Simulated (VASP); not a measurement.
Given:

```xyz
3
Lattice="2.3256 -4.0281 0.0000 2.3256 4.0281 0.0000 0.0000 0.0000 7.1196" Properties=species:S:1:pos:R:3 pbc="T T T"
Pb     0.0000     0.0000     0.0000
I      2.3256     1.3427     1.9081
I      2.3256    -1.3427     5.2115
```

The numbers are results of PBE GGA, VASP's PBE PAW potentials (set 64) (plane waves; VASP), not measurements. Numerical set-up: 400 eV cut-off, 4×4×3 Γ-centred mesh, Gaussian smearing of 0.050 eV, potentials Pb_d I.

Task: Predict the energy per atom (σ→0).

Result: 
The energy per atom (σ→0) comes out as -2.862 eV/atom.

Total energies compare only between runs with the same potentials, cut-off and functional.

The compound is PbI2 in the 1T layered structure. The cell was not relaxed at this level.
